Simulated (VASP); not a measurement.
Elastic constants (GPa) of a crystal from VASP with PBEsol GGA, VASP's PBE PAW potentials (set 64):

```json
[
 {"": "xx", "xx": "528.7", "yy": "167.7", "zz": "167.7", "yz": "0.0", "xz": "0.0", "xy": "0.0"},
 {"": "yy", "xx": "167.7", "yy": "528.7", "zz": "167.7", "yz": "0.0", "xz": "0.0", "xy": "0.0"},
 {"": "zz", "xx": "167.7", "yy": "167.7", "zz": "528.7", "yz": "0.0", "xz": "0.0", "xy": "0.0"},
 {"": "yz", "xx": "0.0", "yy": "0.0", "zz": "0.0", "yz": "90.1", "xz": "0.0", "xy": "0.0"},
 {"": "xz", "xx": "0.0", "yy": "0.0", "zz": "0.0", "yz": "0.0", "xz": "90.1", "xy": "0.0"},
 {"": "xy", "xx": "0.0", "yy": "0.0", "zz": "0.0", "yz": "0.0", "xz": "0.0", "xy": "90.1"}
]
```

Finite-difference elastic constants of metals are sensitive to mesh and smearing; shear constants can be off by tens of GPa.

**Question.** Work out the Voigt, Reuss and Hill moduli, Young's modulus and Poisson's ratio.

**Answer.** All eigenvalues are positive (smallest 90.1 GPa), so the crystal is stable. K_V = (C11+C22+C33+2(C12+C13+C23))/9 = (1586.1 + 2×503.1)/9 = 288.0 GPa; G_V = (1586.1 − 503.1 + 3×270.3)/15 = 126.3 GPa. From the compliances, K_R = 288.0 GPa and G_R = 112.7 GPa. Hill: K = 288.0 GPa, G = 119.5 GPa, E = 9KG/(3K+G) = 314.9 GPa, ν = (3K−2G)/(2(3K+G)) = 0.318. K/G = 2.41, above Pugh's 1.75; universal anisotropy A^U = 0.60.

**Question.** With a density of 7.80 g/cm³, what are the mean sound speeds?

**Answer.** v_l = √((K+4G/3)/ρ) = 7.57 km/s and v_t = √(G/ρ) = 3.91 km/s. The crystal is Cr (space group Im-3m), cubic.

The structure comes from a measured Cr entry (Im-3m) of the Crystallography Open Database, whose conditions weren't checked. It was relaxed first, which changed the volume by -8 %. The run is not spin-polarised, so no magnetic state was tried.
